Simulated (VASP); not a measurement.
Output of a VASP run:

### OSZICAR
```
       N       E                     dE             d eps       ncg     rms          rms(c)
DAV:   1     0.365397833251E+03    0.36540E+03   -0.22377E+04  1320   0.152E+03
DAV:   2    -0.641719907360E+02   -0.42957E+03   -0.41339E+03  1532   0.403E+02
DAV:   3    -0.122778361493E+03   -0.58606E+02   -0.58224E+02  1680   0.141E+02
DAV:   4    -0.125733616375E+03   -0.29553E+01   -0.29459E+01  1896   0.320E+01
DAV:   5    -0.125849178987E+03   -0.11556E+00   -0.11547E+00  1904   0.460E+00    0.105E+01
DAV:   6    -0.119982847289E+03    0.58663E+01   -0.32069E+00  1820   0.158E+01    0.575E+00
DAV:   7    -0.112489294463E+03    0.74936E+01   -0.29286E+00  1472   0.975E+00    0.128E+00
DAV:   8    -0.114420662959E+03   -0.19314E+01   -0.17055E+00  1536   0.797E+00    0.625E-01
DAV:   9    -0.114592944832E+03   -0.17228E+00   -0.71332E-01  1392   0.482E+00    0.480E-01
DAV:  10    -0.114819334497E+03   -0.22639E+00   -0.12214E-01  1428   0.206E+00    0.230E-01
DAV:  11    -0.114784743417E+03    0.34591E-01   -0.38974E-02  1500   0.127E+00    0.972E-02
DAV:  12    -0.114826501704E+03   -0.41758E-01   -0.13333E-02  1556   0.791E-01    0.678E-02
DAV:  13    -0.114831700937E+03   -0.51992E-02   -0.43580E-03  1512   0.435E-01    0.354E-02
DAV:  14    -0.114833812958E+03   -0.21120E-02   -0.13934E-03  1544   0.230E-01    0.125E-02
DAV:  15    -0.114833512633E+03    0.30033E-03   -0.29515E-04  1728   0.129E-01    0.818E-03
DAV:  16    -0.114833486027E+03    0.26605E-04   -0.42157E-05  1564   0.424E-02    0.480E-03
DAV:  17    -0.114833483165E+03    0.28621E-05   -0.10921E-05  1356   0.206E-02    0.159E-03
DAV:  18    -0.114833485163E+03   -0.19984E-05   -0.73548E-06  1284   0.167E-02    0.125E-03
DAV:  19    -0.114833486020E+03   -0.85663E-06   -0.67847E-07  1056   0.554E-03
   1 F= -.11483349E+03 E0= -.11483349E+03  d E =-.114833E+03
```

OUTCAR:
```
------------------------ aborting loop because EDIFF is reached ----------------------------------------
  FORCE on cell =-STRESS in cart. coord.  units (eV):
  Direction    XX          YY          ZZ          XY          YZ          ZX
  --------------------------------------------------------------------------------------
  Total        0.0262416      0.0762315     -0.0161433      0.0000000      0.0000000      0.0000000
  in kB        0.2157004      0.6266075     -0.1326944      0.0000000      0.0000000      0.0000000
  external PRESSURE =       0.2365378 kB  Pullay stress =       0.0000000 kB
  volume of cell :      194.92
      direct lattice vectors                 reciprocal lattice vectors
     4.981328952  0.000000000  0.000000000     0.200749641  0.000000000  0.000000000
     0.000000000  8.574149673  0.000000000     0.000000000  0.116629641  0.000000000
     0.000000000  0.000000000  4.563658479     0.000000000  0.000000000  0.219122444
 POSITION                                       TOTAL-FORCE (eV/Angst)
 -----------------------------------------------------------------------------------
      2.49066      5.67461      1.18296         0.000000      0.002153     -0.004282
      0.00000      2.89954      3.46479         0.000000     -0.002153     -0.004282
      0.00000      7.35903      3.05299         0.000000     -0.016598      0.005460
      2.49066      1.21512      0.77116         0.000000      0.016598      0.005460
      0.00000      7.21356      1.47065         0.000000      0.019008      0.000468
      2.49066      1.36059      3.75248         0.000000     -0.019008      0.000468
      3.69739      6.54832      3.53561         0.010217      0.006435     -0.001677
      3.77460      2.02583      1.25378        -0.010217     -0.006435     -0.001677
      1.28394      6.54832      3.53561        -0.010217      0.006435     -0.001677
      1.20673      2.02583      1.25378         0.010217     -0.006435     -0.001677
      0.00000      0.24586      3.59627         0.000000      0.004040      0.004926
      2.49066      8.32829      1.31444         0.000000     -0.004040      0.004926
      0.00000      4.43090      1.20266         0.000000      0.003362     -0.003217
      2.49066      4.14325      3.48449         0.000000     -0.003362     -0.003217
 -----------------------------------------------------------------------------------
    total drift:                                0.000000      0.000000     -0.041598
  FREE ENERGIE OF THE ION-ELECTRON SYSTEM (eV)
  ---------------------------------------------------
  free  energy   TOTEN  =      -114.8334860201 eV

  energy  without entropy=     -114.8334860201  energy(sigma->0) =     -114.83348602

 reached required accuracy - stopping structural energy minimisation
```
(Selected blocks of OUTCAR.)

File POSCAR:
```
BaGaH5
1
    4.9813289516     0.0000000000     0.0000000000
    0.0000000000     8.5741496733     0.0000000000
    0.0000000000     0.0000000000     4.5636584793
Ba Ga H
2 2 10
Direct
  0.5000000000   0.6618281520   0.2592130189
  0.0000000000   0.3381718480   0.7592130189
  0.0000000000   0.8582812175   0.6689778589
  0.5000000000   0.1417187825   0.1689778589
  0.0000000000   0.8413151570   0.3222526758
  0.5000000000   0.1586848430   0.8222526758
  0.7422498262   0.7637282337   0.7747317086
  0.7577501738   0.2362717663   0.2747317086
  0.2577501738   0.7637282337   0.7747317086
  0.2422498262   0.2362717663   0.2747317086
  0.0000000000   0.0286743204   0.7880235012
  0.5000000000   0.9713256796   0.2880235012
  0.0000000000   0.5167747001   0.2635295279
  0.5000000000   0.4832252999   0.7635295279
```

Question: Write an INCAR and KPOINTS that could have produced this output.

Answer: This is not unique; one that fits is the input of the run itself, r2SCAN meta-GGA, plane waves, VASP's PBE PAW potentials (set 64).

**INCAR**
```
# general
SYSTEM =BaGaH5
PREC   =Accurate
ENCUT  =400
LREAL  =Auto
LASPH  =.True.

# electronic loop
EDIFF  =1E-6
NELM   =100
ALGO   =Normal
LMAXMIX=4
LMIXTAU=.True.

# smearing
ISMEAR =0
SIGMA  =0.05

# functional
METAGGA=R2SCAN

# ions
IBRION =2
NSW    =60
ISIF   =3
EDIFFG =-0.02

# output
LWAVE  =.False.
LCHARG =.False.
```

File KPOINTS:
```
Automatic mesh
0
Gamma
4 3 5
0 0 0
```

POTCAR, in this order: Ba_sv Ga_d H (PBE.64 set). Program: vasp_std.

The structure comes from a computed database's BaGaH5 entry (Pmn2_1); how it stands against other phases isn't given here. It was relaxed first. The start is the result of an earlier pass.
